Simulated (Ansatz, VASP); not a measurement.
# CuB4: VASP beside Ansatz

Contents of INCAR:

```
  PREC = Accurate
  ENCUT = 600
  EDIFF = 1E-7
  ISMEAR = 0
  SIGMA = 0.1
  LREAL = False
  LASPH = True
  NELM = 100
  ALGO = Normal
  ISIF = 3
  LWAVE = False
  LCHARG = False
  GGA = PE
  IBRION = 2
  NSW = 100
  EDIFFG = -0.01
```

KPOINTS

```
Automatic mesh
0
Gamma
  12 12 12
```

POSCAR

```
CuB4
1.0
   -2.2350217834      2.2350217834      2.2350217834
    2.2350217834     -2.2350217834      2.2350217834
    2.2350217834      2.2350217834     -2.2350217834
Cu B
1 4
Direct
    0.0000000000      0.0000000000      0.0000000000
    0.0000000000      0.0000000000      0.5000000000
    0.5000000000      0.0000000000      0.0000000000
    0.5000000000      0.5000000000      0.5000000000
    0.0000000000      0.5000000000      0.0000000000
```

Input for Ansatz:

```yaml
crystal:
  lattice:
    - [-2.2350217834, 2.2350217834, 2.2350217834]
    - [2.2350217834, -2.2350217834, 2.2350217834]
    - [2.2350217834, 2.2350217834, -2.2350217834]
  atoms:
    - { symbol: Cu, position: [0.0, 0.0, 0.0] }
    - { symbol: B, position: [0.0, 0.0, 0.5] }
    - { symbol: B, position: [0.5, 0.0, 0.0] }
    - { symbol: B, position: [0.5, 0.5, 0.5] }
    - { symbol: B, position: [0.0, 0.5, 0.0] }
basis:
  ecutwfc: 420
kpoints:
  mp_grid: { grid: [12, 12, 12] }
hamiltonian:
  xc: pbe
scf:
  occupations: { method: gaussian, width: 0.1 }
output:
  forces: true
  stress: true
  eigenvalues: true
  write_density: true
  write_potential: true
  elf: true
  volumetric_format: npy
relax:
  adjacent_minimum: "off"
  f_tol: 0.01
  max_steps: 80
  cell: { stress_tol: 0.05 }
```

Change from the starting cell: species swapped into the NiHg4 type (Im-3m, No. 229).

Alike in both runs: task relaxation of cell and atoms; functional PBE; k mesh 12 × 12 × 12; occupations gaussian, width 0.1 eV; no spin polarisation.

|  | VASP | Ansatz |
| --- | --- | --- |
| version | VASP 6.6.1 | Ansatz 0.2.0 |
| potentials or method | VASP PAW PBE potentials, release 64 (Cu, B) | scalar-relativistic, plane waves, PAW |
| plane-wave cutoff (eV) | 600 | 420 |
| valence electrons in the cell | 23 | 31 |

|  | VASP | Ansatz | Ansatz less VASP |
| --- | --- | --- | --- |
| gap on the k mesh at the Fermi level, each at its own relaxed structure (eV) | none | none | - |
| relaxed volume (Å³/atom) | 8.91 | 8.91 | -0.001 |
| relaxed cell length with the largest relative difference (Å) | 3.868 | 3.868 | -0.0002 |

A gap of «none» marks a metal or a gap that the smearing closes. The two sets of potentials don't hold the same shells in valence.
